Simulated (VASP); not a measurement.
Input:

```
CELL_PARAMETERS angstrom
      0.00000     2.26607     2.26607
      2.26607     0.00000     2.26607
      2.26607     2.26607     0.00000
ATOMIC_POSITIONS crystal
  B  0.00000 0.00000 0.00000
  P  0.25000 0.25000 0.25000
```

Calculation: PBE GGA, VASP's PBE PAW potentials (set 64) (plane waves; VASP). Settings: PREC = Normal, 500 eV cut-off, 5×5×5 Γ-centred mesh, Gaussian smearing of 0.010 eV, potentials B_GW P_GW.

Task: Give the stress tensor in GPa (positive for a compressed cell).

Result: 
```
2.16  0.00  0.00
0.00  2.16  0.00
0.00  0.00  2.16
```
The pressure is its mean diagonal, 2.16 GPa.

The structure comes from a computed database's BP entry (F-43m); how it stands against other phases isn't given here. The cell was not relaxed at this level. The k-mesh is coarse (spacing up to 0.48 per Å, 2π included), so the numbers may not be converged in it.
